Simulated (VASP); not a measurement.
VASP input:

POSCAR:
```
AlN
3.11330
  0.4999999351  -0.8660252895   0.0000000000
  0.4999999351   0.8660252895   0.0000000000
  0.0000000000   0.0000000000   1.6007859002
Al N
2 2
Cartesian
  0.4999999351  -0.2886756738   0.8004317330
  0.4999999351   0.2886756738   0.0000387829
  0.4999999351  -0.2886756738   1.4118543811
  0.4999999351   0.2886756738   0.6114614310
```

INCAR:
```
SYSTEM = AlN
PREC = Accurate; ENCUT = 520; LREAL = F
LASPH = T
EDIFF = 1E-7; NELM = 100; ALGO = Normal
ISMEAR = -5
GGA = PS
ISIF = 2
LWAVE = F; LCHARG = T; LORBIT = 11
NEDOS = 601
LEFG = T
```

**KPOINTS**
```
kpoints
0
G
  9 9 5
0 0 0
```

POTCAR, in this order: Al N (PBE.64 set). Program: vasp_std.

Q: Translate this PBEsol calculation to Quantum ESPRESSO's pw.x.

A: One equivalent input (not run):
```
&CONTROL
  calculation = 'scf'
  pseudo_dir = './pseudo'
  outdir = './out'
  tprnfor = .true.
  tstress = .true.
/
&SYSTEM
  ibrav = 0
  nat = 4
  ntyp = 2
  ecutwfc = 84
  occupations = 'tetrahedra'
  input_dft = 'pbesol'
/
&ELECTRONS
  conv_thr = 7.3e-09
  electron_maxstep = 100
/
ATOMIC_SPECIES
  Al 26.982 Al.upf
  N 14.007 N.upf
CELL_PARAMETERS angstrom
     1.5566498   -2.6961965    0.0000000
     1.5566498    2.6961965    0.0000000
     0.0000000    0.0000000    4.9837267
ATOMIC_POSITIONS crystal
  Al   0.6666670  0.3333330  0.5000242
  Al   0.3333330  0.6666670  0.0000242
  N    0.6666670  0.3333330  0.8819758
  N    0.3333330  0.6666670  0.3819758
K_POINTS automatic
  9 9 5 0 0 0
```
What does not carry over: the potentials are each code's own (VASP's PAW set, PseudoDojo norm-conserving files in pw.x), so ENCUT and ecutwfc are chosen apart and not converted; conv_thr bounds pw.x's estimated SCF error, while EDIFF bounds the energy change between steps; the field gradients of LEFG aren't asked of the other code.

The compound is AlN in the wurtzite structure. It was relaxed first.
